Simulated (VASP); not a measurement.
Given:

```
Rb
1.0
    4.53814     0.00000     0.00000
    0.00000     4.53814     0.00000
    0.00000     0.00000     4.53814
Rb
1
Direct
  0.00000   0.00000   0.00000
```

The numbers are results of PBEsol GGA, VASP's PBE PAW potentials (set 64) (plane waves; VASP), not measurements. Settings: 400 eV cut-off, Gaussian smearing of 0.050 eV, potentials Rb_sv.

Give the energies of bands 5 to 7 at the high-symmetry points, in eV from the Fermi level.

| band | Γ | X | M | R |
|---|---|---|---|---|
| 5 | -1.93 | -0.16 | 0.81 | 1.82 |
| 6 | 2.33 | 0.34 | 1.72 | 1.82 |
| 7 | 2.33 | 2.92 | 2.19 | 1.82 |

It has no gap at this level: it comes out as a metal or semimetal.

The structure was generated: Rb was put into the simple-cubic type (Pm-3m), which need not be its known phase. It was relaxed first.
